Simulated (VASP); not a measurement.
Input:

```
Au
1.0
   -1.61946     1.61946     1.61946
    1.61946    -1.61946     1.61946
    1.61946     1.61946    -1.61946
Au
1
Direct
  0.00000   0.00000   0.00000
```

Computed with PBEsol GGA, VASP's PBE PAW potentials (set 64) (plane waves; VASP). Run with 480 eV cut-off, 14×14×14 Γ-centred mesh, first-order Methfessel-Paxton smearing of 0.10 eV, potentials Au.

Each row applies one change to this cell, which was relaxed at other settings and keeps the small stress of the first row; at a fixed cut-off the stress holds a Pulay part, so it need not integrate to ΔE exactly. Stress is in GPa, positive when the cell is compressed.

| change | ΔE (meV/atom) | σxx | σyy | σzz | largest shear component, with its sign (GPa) | largest force (eV/Å) |
|---|---|---|---|---|---|---|
| none | 0.0 | 0.01 | 0.01 | 0.01 | 0.00 | 0.000 |
| uniaxial strain of +2.0 % along x | 3.7 | -3.62 | -3.09 | -3.09 | 0.00 | 0.000 |
| isotropic strain of -0.5 % | 2.3 | 2.76 | 2.76 | 2.76 | 0.00 | 0.000 |
| isotropic strain of +0.5 % | 1.9 | -2.48 | -2.48 | -2.48 | 0.00 | 0.000 |

Failed runs are left out, and for metals the shear rows, which the mesh's noise covers.

The structure was generated: Au was put into the bcc type (Im-3m), which need not be its known phase.
